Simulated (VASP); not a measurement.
Data:

```
CELL_PARAMETERS angstrom
      0.00000     2.73740     2.73740
      2.73740     0.00000     2.73740
      2.73740     2.73740     0.00000
ATOMIC_POSITIONS crystal
  Li 0.00000 0.00000 0.00000
  Br 0.50000 0.50000 0.50000
```

These are AM05 GGA, VASP's PBE PAW potentials (set 64) (plane waves; VASP) values and carry that method's errors. Numerical set-up: 520 eV cut-off, Gaussian smearing of 0.050 eV, potentials Li_sv Br.

Estimate the band gap (along the path) with the smallest direct gap where there is one.

```
Quantity                                Value
------------------------------------  -------
band gap (along the path)             4.98 eV
smallest direct gap (along the path)  4.98 eV
```

The compound is LiBr in the rock salt structure. It was relaxed first.
